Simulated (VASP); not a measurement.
Consider the following.

```xyz
5
Lattice="3.7249 0.0000 0.0000 0.0000 3.7249 0.0000 0.0000 0.0000 3.8266" Properties=species:S:1:pos:R:3 pbc="T T T"
Fe     1.8625     1.8625     1.5984
Tb     0.0000     0.0000     3.8000
O      1.8625     1.8625     3.4912
O      1.8625     3.7249     1.4980
O      0.0000     1.8625     1.4980
```
Starting moments (μB, in the order of the record's atoms Fe Tb O O O): 2.4 0.0 0.1 0.1 0.1.

Level of theory: PBEsol GGA, VASP's PBE PAW potentials (set 64) (plane waves; VASP). Numerical set-up: 600 eV cut-off, 8×8×8 Γ-centred mesh, first-order Methfessel-Paxton smearing of 0.10 eV, potentials Fe Tb_3 O.

The 4f electrons are frozen in the core of the lanthanide potential, so 4f levels, which can set the real gap, and their magnetism are missing. The moments were started parallel, and other spin orders were not tried in this run.

Each row applies one change to this cell, which was relaxed at other settings and keeps the small stress of the first row; at a fixed cut-off the stress holds a Pulay part, so it need not integrate to ΔE exactly. Stress is in GPa, positive when the cell is compressed.

| change | ΔE (meV/atom) | σxx | σyy | σzz | largest shear component, with its sign (GPa) | largest force (eV/Å) | moment (μB) |
|---|---|---|---|---|---|---|---|
| none | 0.0 | 0.70 | 0.70 | -0.95 | 0.00 | 0.016 | 2.77 |
| uniaxial strain of +3.0 % along x | 8.9 | -9.84 | -2.47 | -4.68 | 0.00 | 0.215 | 2.81 |
| atom 3 (O) moved by -0.075 Å along z | 12.6 | 0.81 | 0.81 | 1.06 | 0.00 | 1.705 | 2.76 |
| atom 1 (Fe) moved by 0.150 Å along z | ___ | ___ | ___ | ___ | ___ | ___ | ___ |
| biaxial strain of +1.5 % in the yz plane | ___ | ___ | ___ | ___ | ___ | ___ | ___ |
| atom 4 (O) moved by -0.150 Å along z | 12.0 | 2.24 | 0.94 | 1.65 | 0.00 | 0.801 | 2.66 |

Task: What belongs in the gaps?

Result: 
- atom 1 (Fe) moved by 0.150 Å along z, ΔE (meV/atom): 54.3
- atom 1 (Fe) moved by 0.150 Å along z, σxx: -0.51
- atom 1 (Fe) moved by 0.150 Å along z, σyy: -0.51
- atom 1 (Fe) moved by 0.150 Å along z, σzz: 5.77
- atom 1 (Fe) moved by 0.150 Å along z, largest shear component, with its sign (GPa): 0.00
- atom 1 (Fe) moved by 0.150 Å along z, largest force (eV/Å): 3.723
- atom 1 (Fe) moved by 0.150 Å along z, moment (μB): 2.62
- biaxial strain of +1.5 % in the yz plane, ΔE (meV/atom): 6.7
- biaxial strain of +1.5 % in the yz plane, σxx: -2.51
- biaxial strain of +1.5 % in the yz plane, σyy: -6.69
- biaxial strain of +1.5 % in the yz plane, σzz: -7.39
- biaxial strain of +1.5 % in the yz plane, largest shear component, with its sign (GPa): 0.00
- biaxial strain of +1.5 % in the yz plane, largest force (eV/Å): 0.286
- biaxial strain of +1.5 % in the yz plane, moment (μB): 2.81

Failed runs are left out, and for metals the shear rows, which the mesh's noise covers.

The structure was generated: TbFeO3 was put into the tetragonal-perovskite type (P4mm), which need not be its known phase.
